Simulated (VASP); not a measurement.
# Sb3Au: phonons from a supercell

How does the lattice of Sb3Au vibrate? The start is a cell from a database of measured crystal structures.

Program: VASP 6.6.1. Level of theory: PBEsol; plane waves and PAW (Au, Sb). Results are calculated unless marked as measured.

## Step 1: The structure

Symmetry: Im-3m, No. 229, cubic system. Conventional cell: a = 6.080 Å, b = 6.080 Å, c = 6.080 Å, α = 90.00°, β = 90.00°, γ = 90.00°. Nearest to Au lie 6 Sb at 3.04 Å. Nearest to Sb lie 4 Sb at 3.04 Å and 2 Au at 3.04 Å. Farther neighbours are not listed.

Coordinates:

```cif
data_structure
_symmetry_space_group_name_H-M 'P 1'
_symmetry_Int_Tables_number 1
_cell_length_a 5.2654
_cell_length_b 5.2654
_cell_length_c 5.2654
_cell_angle_alpha 109.471
_cell_angle_beta 109.471
_cell_angle_gamma 109.471
_cell_volume 112.38
loop_
_atom_site_label
_atom_site_type_symbol
_atom_site_fract_x
_atom_site_fract_y
_atom_site_fract_z
_atom_site_occupancy
Au1 Au 0.00000 0.00000 0.00000 1
Sb2 Sb 0.50000 0.50000 0.00000 1
Sb3 Sb 0.50000 0.00000 0.50000 1
Sb4 Sb 0.00000 0.50000 0.50000 1
```

## Step 2: Relax the host

Cell and atoms are relaxed first, so that later runs start from this functional's own cell.

Contents of INCAR:

```
SYSTEM = Sb3Au
PREC = Accurate
ENCUT = 350
EDIFF = 1E-06
NELM = 120
ISMEAR = 0
SIGMA = 0.05
LREAL = .FALSE.
ALGO = Normal
GGA = PS
NBANDS = 19
LASPH = .TRUE.
LORBIT = 11
LWAVE = .FALSE.
LCHARG = .FALSE.
KPAR = 4
IBRION = 2
NSW = 40
ISIF = 3
EDIFFG = -0.02
POTIM = 0.4
```

Contents of POSCAR:

```
Sb3Au
1.0
   -3.0400000000      3.0400000000      3.0400000000
    3.0400000000     -3.0400000000      3.0400000000
    3.0400000000      3.0400000000     -3.0400000000
Au Sb
1 3
Direct
    0.0000000000      0.0000000000      0.0000000000
    0.5000000000      0.5000000000      0.0000000000
    0.5000000000      0.0000000000      0.5000000000
    0.0000000000      0.5000000000      0.5000000000
```

Contents of KPOINTS:

```
Automatic mesh
0
Gamma
5 5 5
0 0 0
```

Potentials, in the order of the species: Au and Sb (PBE family, release 64).

Command:

```bash
$ mpirun -np 4 vasp_std
```

What it wrote:

```text
[banner, memory and clock lines left out]
running    4 mpi-ranks, on    1 nodes
 distrk:  each k-point on    1 cores,    4 groups
 distr:  one band on    1 cores,    1 groups

 POSCAR found type information on POSCAR AuSb
 POSCAR found :  2 types and       4 ions
|                                                                             |
|               ----> ADVICE to this user running VASP <----                  |
|                                                                             |
|     You enforced a specific xc type in the INCAR file but a different       |
|     [... a line on the potential file left out ...]
|     I HOPE YOU KNOW WHAT YOU ARE DOING!                                     |
|                                                                             |

 LDA part: xc-table for (Slater+PW92), standard interpolation
 POSCAR, INCAR and KPOINTS ok, starting setup
 FFT: planning ... GRIDC
 FFT: planning ... GRID_SOFT
 FFT: planning ... GRID
 WAVECAR not read
 entering main loop
       N       E                     dE             d eps       ncg     rms          rms(c)
DAV:   1     0.103753737122E+03    0.10375E+03   -0.76086E+03   380   0.801E+02
DAV:   2    -0.120463958468E+02   -0.11580E+03   -0.11109E+03   466   0.172E+02
DAV:   3    -0.177642735961E+02   -0.57179E+01   -0.56066E+01   467   0.412E+01
DAV:   4    -0.178346839371E+02   -0.70410E-01   -0.70282E-01   439   0.466E+00
DAV:   5    -0.178357069516E+02   -0.10230E-02   -0.10229E-02   447   0.622E-01    0.578E+00
DAV:   6    -0.173507181357E+02    0.48499E+00   -0.36834E+00   389   0.157E+01    0.425E+00
DAV:   7    -0.173139401732E+02    0.36778E-01   -0.27543E-01   392   0.423E+00    0.235E+00
DAV:   8    -0.173084736415E+02    0.54665E-02   -0.59302E-02   424   0.153E+00    0.362E-01
DAV:   9    -0.173058006986E+02    0.26729E-02   -0.12583E-02   407   0.102E+00    0.146E-01
DAV:  10    -0.173058308953E+02   -0.30197E-04   -0.87651E-04   404   0.149E-01    0.255E-02
DAV:  11    -0.173058255974E+02    0.52979E-05   -0.43296E-05   473   0.529E-02    0.106E-02
DAV:  12    -0.173058260315E+02   -0.43409E-06   -0.47033E-06   410   0.130E-02
   1 F= -.17305826E+02 E0= -.17304532E+02  d E =-.173058E+02
 curvature:   0.00 expect dE= 0.000E+00 dE for cont linesearch  0.000E+00
 trial: gam= 0.00000 g(F)=  0.258E-60 g(S)=  0.542E+00 ort = 0.000E+00 (trialstep = 0.100E+01)
 search vector abs. value=  0.542E+00
 bond charge predicted
       N       E                     dE             d eps       ncg     rms          rms(c)
DAV:   1    -0.208354761958E+02   -0.35297E+01   -0.52301E+01   404   0.568E+01    0.116E+01
DAV:   2    -0.179646636665E+02    0.28708E+01   -0.21901E+01   395   0.368E+01    0.457E+00
DAV:   3    -0.176013599100E+02    0.36330E+00   -0.13101E+00   392   0.102E+01    0.157E+00
DAV:   4    -0.175327461563E+02    0.68614E-01   -0.49699E-01   398   0.394E+00    0.935E-01
DAV:   5    -0.175199160009E+02    0.12830E-01   -0.73498E-02   392   0.251E+00    0.661E-01
DAV:   6    -0.175219027841E+02   -0.19868E-02   -0.10984E-02   420   0.762E-01    0.225E-01
DAV:   7    -0.175200837697E+02    0.18190E-02   -0.42038E-03   401   0.584E-01    0.478E-02
DAV:   8    -0.175201378553E+02   -0.54086E-04   -0.11974E-03   415   0.221E-01    0.558E-02
DAV:   9    -0.175201064808E+02    0.31374E-04   -0.87300E-05   400   0.753E-02    0.359E-02
DAV:  10    -0.175201010027E+02    0.54781E-05   -0.14411E-05   439   0.245E-02    0.152E-02
DAV:  11    -0.175200987207E+02    0.22821E-05   -0.98947E-06   406   0.268E-02    0.260E-03
DAV:  12    -0.175200987648E+02   -0.44108E-07   -0.75667E-07   193   0.601E-03
   2 F= -.17520099E+02 E0= -.17517570E+02  d E =-.214273E+00
 trial-energy change:   -0.214273  1 .order   -0.187382   -0.542143    0.167380
 step:   0.8004(harm=  0.7641)  dis= 0.00000  next Energy=   -17.536588 (dE=-0.231E+00)
 bond charge predicted
       N       E                     dE             d eps       ncg     rms          rms(c)
DAV:   1    -0.176587807521E+02   -0.13868E+00   -0.21052E+00   404   0.116E+01    0.253E+00
DAV:   2    -0.175458348190E+02    0.11295E+00   -0.44177E-01   392   0.641E+00    0.931E-01
DAV:   3    -0.175405394007E+02    0.52954E-02   -0.25213E-02   392   0.932E-01    0.651E-01
DAV:   4    -0.175378005419E+02    0.27389E-02   -0.13104E-02   403   0.612E-01    0.874E-02
DAV:   5    -0.175374510282E+02    0.34951E-03   -0.23017E-03   388   0.440E-01    0.141E-01
DAV:   6    -0.175374853350E+02   -0.34307E-04   -0.25609E-04   427   0.148E-01    0.335E-02
DAV:   7    -0.175374509393E+02    0.34396E-04   -0.11311E-04   401   0.102E-01    0.703E-03
DAV:   8    -0.175374525375E+02   -0.15982E-05   -0.13168E-05   392   0.201E-02    0.662E-03
DAV:   9    -0.175374522438E+02    0.29374E-06   -0.42440E-07   190   0.600E-03
   3 F= -.17537452E+02 E0= -.17535752E+02  d E =-.231626E+00
 curvature:  -0.37 expect dE=-0.205E-05 dE for cont linesearch -0.205E-05
 trial: gam= 0.00000 g(F)=  0.505E-60 g(S)=  0.549E-05 ort =-0.173E-02 (trialstep = 0.960E+00)
 search vector abs. value=  0.549E-05
 reached required accuracy - stopping structural energy minimisation
```

Elapsed: 21 s, on 4 MPI ranks of AMD EPYC 7R43, shared host; peak memory 0.63 GiB; 73 s of CPU time.

Lines that name or quote the potential files are left out of all logs, and their timing lines are given in words.

OUTCAR, selected parts (step 2):

```text
ion  position               nearest neighbor table
   1  0.000  0.000  0.000-   2 3.04   3 3.04   4 3.04   4 3.04   3 3.04   2 3.04
   2  0.500  0.500  0.000-   1 3.04   3 3.04   4 3.04   3 3.04   4 3.04   1 3.04
   3  0.500  0.000  0.500-   1 3.04   2 3.04   4 3.04   2 3.04   1 3.04   4 3.04
   4  0.000  0.500  0.500-   1 3.04   2 3.04   3 3.04   1 3.04   2 3.04   3 3.04

  LATTYP: Found a body centered cubic cell.
 ALAT       =     6.0800000000

 Subroutine GETGRP returns: Found 48 space group operations
 (whereof 48 operations were pure point group operations)

The static configuration has the point symmetry O_h .

 Found     10 irreducible k-points:

   k-points           NKPTS =     10   k-points in BZ     NKDIM =     10   number of bands    NBANDS=     19

   dimension x,y,z NGX =    32 NGY =   32 NGZ =   32
   dimension x,y,z NGXF=    64 NGYF=   64 NGZF=   64

   ENCUT  =  350.0 eV  25.72 Ry    5.07 a.u.   8.03  8.03  8.03*2*pi/ulx,y,z

   NELECT =      26.0000    total number of electrons

 k-points in reciprocal lattice and weights: Automatic mesh
   0.00000000  0.00000000  0.00000000       0.008
   0.20000000  0.00000000  0.00000000       0.096
   0.40000000  0.00000000  0.00000000       0.096
   0.20000000  0.20000000  0.00000000       0.192
   0.40000000  0.20000000  0.00000000       0.192
   0.20000000  0.20000000  0.20000000       0.064
  -0.20000000  0.20000000  0.20000000       0.048
  -0.40000000  0.40000000  0.20000000       0.192
  -0.40000000 -0.40000000  0.20000000       0.064
  -0.40000000  0.40000000  0.40000000       0.048

 average (electrostatic) potential at core
       1 -65.7895       2 -84.6742       3 -84.6742       4 -84.6742

 E-fermi :   7.5516

 k-point     1 :       0.0000    0.0000    0.0000
  band No.  band energies     occupation
    ...
     11       4.4127      2.00000
     12       6.1732      2.00000
     13       6.1732      2.00000
     14       6.1732      2.00000
     15       6.7495      2.00000
     16      11.5026      0.00000
     17      11.5026      0.00000
     18      11.5026      0.00000
     19      13.3236      0.00000

 k-point     2 :       0.2000    0.0000    0.0000
  band No.  band energies     occupation
    ...
      9       4.4379      2.00000
     10       4.7816      2.00000
     11       4.7976      2.00000
     12       5.6568      2.00000
     13       5.9061      2.00000
     14       7.5756      0.49790
     15       8.8118      0.00000
     16      11.5579      0.00000
     17      11.5600      0.00000
     18      12.0558      0.00000
    ...

 k-point     3 :       0.4000    0.0000    0.0000
  band No.  band energies     occupation
    ...
      9       4.6187      2.00000
     10       4.7857      2.00000
     11       5.4911      2.00000
     12       6.5077      2.00000
     13       7.3609      2.00000
     14       8.9310      0.00000
     15       9.6201      0.00000
     16      10.0058      0.00000
     17      11.2801      0.00000
     18      13.4040      0.00000
    ...

  Total        0.0137739      0.0137739      0.0137739      0.0000000      0.0000000     -0.0000000
  in kB        0.2174596      0.2174596      0.2174596      0.0000000      0.0000000     -0.0000000
  external PRESSURE =       0.2174596 kB  Pullay stress =       0.0000000 kB

  energy-cutoff  :      350.00
  volume of cell :      101.48
      direct lattice vectors                 reciprocal lattice vectors
    -2.938393974  2.938393974  2.938393974     0.000000000  0.170160981  0.170160981
     2.938393974 -2.938393974  2.938393974     0.170160981  0.000000000  0.170160981
     2.938393974  2.938393974 -2.938393974     0.170160981  0.170160981  0.000000000

 POSITION                                       TOTAL-FORCE (eV/Angst)
 -----------------------------------------------------------------------------------
      0.00000      0.00000      0.00000        -0.000000      0.000000      0.000000
      0.00000      0.00000      2.93839         0.000000     -0.000000      0.000000
      0.00000      2.93839      0.00000         0.000000      0.000000     -0.000000
      2.93839      0.00000      0.00000        -0.000000      0.000000     -0.000000
 -----------------------------------------------------------------------------------
    total drift:                               -0.000000     -0.000000      0.000000

  FREE ENERGIE OF THE ION-ELECTRON SYSTEM (eV)
  ---------------------------------------------------
  free  energy   TOTEN  =       -17.5374522438 eV

  energy  without entropy=      -17.5340519712  energy(sigma->0) =      -17.53575211

 reached required accuracy - stopping structural energy minimisation

 total charge
# of ion       s       p       d       tot
------------------------------------------
    1        0.624   0.297   8.690   9.611
    2        1.202   1.153   0.050   2.405
    3        1.202   1.153   0.050   2.405
    4        1.202   1.153   0.050   2.405
--------------------------------------------------
tot          4.231   3.756   8.839  16.826

[... 3 further parts left out ...]
```

The k-mesh is coarse for a metal. The PAW data sets were made with PBE, which is usual practice but a small mismatch for other functionals. After so large a change of volume the plane waves of the start cell no longer fit, so the final stress carries a basis-set error. The run keeps the 48 symmetry operations of its start, so it cannot find a distortion of lower symmetry.

Step by step:

```csv
step,energy less that of the first step (eV),largest force (eV/Å),pressure (GPa),volume (Å³)
1,0.0000,0.0000,-6.17,112.38
2,-0.2143,0.0000,2.17,98.88
3,-0.2316,0.0000,0.02,101.48
```

```csv
"conventional cell, symmetrised",before,after,change
a (Å),6.080,5.877,-3.3 %
b (Å),6.080,5.877,-3.3 %
c (Å),6.080,5.877,-3.3 %
volume (Å³/atom),28.09,25.37,-9.7 %
```

Final coordinates:

```cif
data_structure
_symmetry_space_group_name_H-M 'P 1'
_symmetry_Int_Tables_number 1
_cell_length_a 5.0894
_cell_length_b 5.0894
_cell_length_c 5.0894
_cell_angle_alpha 109.471
_cell_angle_beta 109.471
_cell_angle_gamma 109.471
_cell_volume 101.48
loop_
_atom_site_label
_atom_site_type_symbol
_atom_site_fract_x
_atom_site_fract_y
_atom_site_fract_z
_atom_site_occupancy
Au1 Au 0.00000 0.00000 0.00000 1
Sb2 Sb 0.50000 0.50000 0.00000 1
Sb3 Sb 0.50000 0.00000 0.50000 1
Sb4 Sb 0.00000 0.50000 0.50000 1
```

Numbers from this step:

```yaml
electronic_cycles: 33
electrons: 26
free_energy_toten: -17.54 eV
energy_at_zero_smearing: -17.54 eV
fermi_energy: 7.552 eV
pressure: 0.02175 GPa
labelled_metallic_from_the_levels_on_this_mesh: yes
```

The run ended after 3 ionic steps, 0.232 eV below its first step, once forces and stress met EDIFFG = -0.02.

## Step 3: Relax the host again, on a new basis

The volume changed by more than 5 %, so the plane waves of the start no longer fit; a second relaxation removes that error.

Edit INCAR of step 2 so:

```diff
@@ -17,3 +17,3 @@
 IBRION = 2
-NSW = 40
+NSW = 30
 ISIF = 3
```

Contents of POSCAR:

```
Sb3Au
1.0
   -2.9383939744      2.9383939744      2.9383939744
    2.9383939744     -2.9383939744      2.9383939744
    2.9383939744      2.9383939744     -2.9383939744
Au Sb
1 3
Direct
    0.0000000000      0.0000000000      0.0000000000
    0.5000000000      0.5000000000      0.0000000000
    0.5000000000      0.0000000000      0.5000000000
    0.0000000000      0.5000000000      0.5000000000
```

KPOINTS is that of step 2.

Command:

```bash
$ mpirun -np 4 vasp_std
```

What it wrote:

```text
[banner, memory and clock lines left out]
running    4 mpi-ranks, on    1 nodes
 distrk:  each k-point on    1 cores,    4 groups
 distr:  one band on    1 cores,    1 groups

 POSCAR found type information on POSCAR AuSb
 POSCAR found :  2 types and       4 ions
 [... a notice as in an earlier step ...]

 LDA part: xc-table for (Slater+PW92), standard interpolation
 POSCAR, INCAR and KPOINTS ok, starting setup
 FFT: planning ... GRIDC
 FFT: planning ... GRID_SOFT
 FFT: planning ... GRID
 WAVECAR not read
 entering main loop
       N       E                     dE             d eps       ncg     rms          rms(c)
DAV:   1     0.104121243287E+03    0.10412E+03   -0.79083E+03   380   0.816E+02
DAV:   2    -0.126484963047E+02   -0.11677E+03   -0.11373E+03   469   0.177E+02
DAV:   3    -0.181311536953E+02   -0.54827E+01   -0.52772E+01   446   0.404E+01
DAV:   4    -0.181908989183E+02   -0.59745E-01   -0.59659E-01   451   0.465E+00
DAV:   5    -0.181916540802E+02   -0.75516E-03   -0.75514E-03   448   0.552E-01    0.682E+00
DAV:   6    -0.175815172954E+02    0.61014E+00   -0.44235E+00   401   0.178E+01    0.506E+00
DAV:   7    -0.175399542637E+02    0.41563E-01   -0.34242E-01   398   0.484E+00    0.283E+00
DAV:   8    -0.175331172495E+02    0.68370E-02   -0.42902E-02   419   0.132E+00    0.441E-01
DAV:   9    -0.175308089394E+02    0.23083E-02   -0.95826E-03   401   0.926E-01    0.116E-01
DAV:  10    -0.175308515235E+02   -0.42584E-04   -0.70190E-04   413   0.141E-01    0.212E-02
DAV:  11    -0.175308529518E+02   -0.14283E-05   -0.69574E-06   491   0.177E-02    0.127E-02
DAV:  12    -0.175308523658E+02    0.58603E-06   -0.13060E-06   251   0.976E-03
   1 F= -.17530852E+02 E0= -.17529145E+02  d E =-.175309E+02
 curvature:   0.00 expect dE= 0.000E+00 dE for cont linesearch  0.000E+00
 trial: gam= 0.00000 g(F)=  0.213E-60 g(S)=  0.190E-05 ort = 0.000E+00 (trialstep = 0.100E+01)
 search vector abs. value=  0.190E-05
 reached required accuracy - stopping structural energy minimisation
```

Elapsed: 7.4 s, on 4 MPI ranks; peak memory 0.58 GiB.

From OUTCAR (step 3):

```text
  LATTYP: Found a body centered cubic cell.
 ALAT       =     5.8767879488

The static configuration has the point symmetry O_h .

 Found     10 irreducible k-points:

   ENCUT  =  350.0 eV  25.72 Ry    5.07 a.u.   7.76  7.76  7.76*2*pi/ulx,y,z

   NELECT =      26.0000    total number of electrons

 E-fermi :   7.5518

 k-point     1 :       0.0000    0.0000    0.0000
  band No.  band energies     occupation
    ...
     11       4.4124      2.00000
     12       6.1733      2.00000
     13       6.1733      2.00000
     14       6.1733      2.00000
     15       6.7480      2.00000
     16      11.5026      0.00000
     17      11.5026      0.00000
     18      11.5026      0.00000
     19      13.3239      0.00000

 k-point     2 :       0.2000    0.0000    0.0000
  band No.  band energies     occupation
    ...
      9       4.4379      2.00000
     10       4.7811      2.00000
     11       4.7980      2.00000
     12       5.6569      2.00000
     13       5.9062      2.00000
     14       7.5756      0.49956
     15       8.8111      0.00000
     16      11.5582      0.00000
     17      11.5602      0.00000
     18      12.0560      0.00000
    ...

  Total       -0.0080976     -0.0080976     -0.0080976      0.0000000      0.0000000     -0.0000000
  in kB       -0.1278433     -0.1278433     -0.1278433      0.0000000      0.0000000     -0.0000000
  external PRESSURE =      -0.1278433 kB  Pullay stress =       0.0000000 kB

 POSITION                                       TOTAL-FORCE (eV/Angst)
 -----------------------------------------------------------------------------------
      0.00000      0.00000      0.00000        -0.000000      0.000000      0.000000
      0.00000      0.00000      2.93839         0.000000     -0.000000     -0.000000
      0.00000      2.93839      0.00000        -0.000000      0.000000      0.000000
      2.93839      0.00000      0.00000         0.000000      0.000000     -0.000000
 -----------------------------------------------------------------------------------
    total drift:                               -0.000000     -0.000000      0.000000

  FREE ENERGIE OF THE ION-ELECTRON SYSTEM (eV)
  ---------------------------------------------------
  free  energy   TOTEN  =       -17.5308523658 eV

  energy  without entropy=      -17.5274378272  energy(sigma->0) =      -17.52914510

 total charge
# of ion       s       p       d       tot
------------------------------------------
    1        0.625   0.297   8.689   9.611
    2        1.202   1.153   0.050   2.405
    3        1.202   1.153   0.050   2.405
    4        1.202   1.153   0.050   2.405
--------------------------------------------------
tot          4.232   3.756   8.839  16.826

[... 5 parts as in an earlier step ...]

[... 7 further parts left out ...]
```

CONTCAR:

```
Sb3Au
   1.00000000000000
    -2.9383939743999998    2.9383939743999998    2.9383939743999998
     2.9383939743999998   -2.9383939743999998    2.9383939743999998
     2.9383939743999998    2.9383939743999998   -2.9383939743999998
  Au              Sb
     1     3
Direct
     0.0000000000000000    0.0000000000000000    0.0000000000000000
     0.5000000000000000    0.5000000000000000    0.0000000000000000
     0.5000000000000000    0.0000000000000000    0.5000000000000000
     0.0000000000000000    0.5000000000000000    0.5000000000000000
```

Little changed from the start: no atom moved by 0.005 Å and no cell edge by 0.1 %.

This step gave:

* electronic cycles: 12
* free energy (TOTEN): -17.53 eV
* energy at zero smearing: -17.53 eV
* pressure: -0.01278 GPa

The start already met the threshold, so nothing moved.

[end of part 1 of 3]

[Lines on the potential files, build, host, timing and source positions are cut from VASP's logs without a mark.]

[Logs are printed without paths, hosts, clocks, repeated set-up lines and the standing remarks that a program may print on its own settings, such as how far it seeks lower states.]

[Hosts, paths, dates, database ids (printed as entryN), source tags and the programs' standing remarks are cut or masked in the printed files.]

[Runs that stopped without an error message from VASP are left out.]
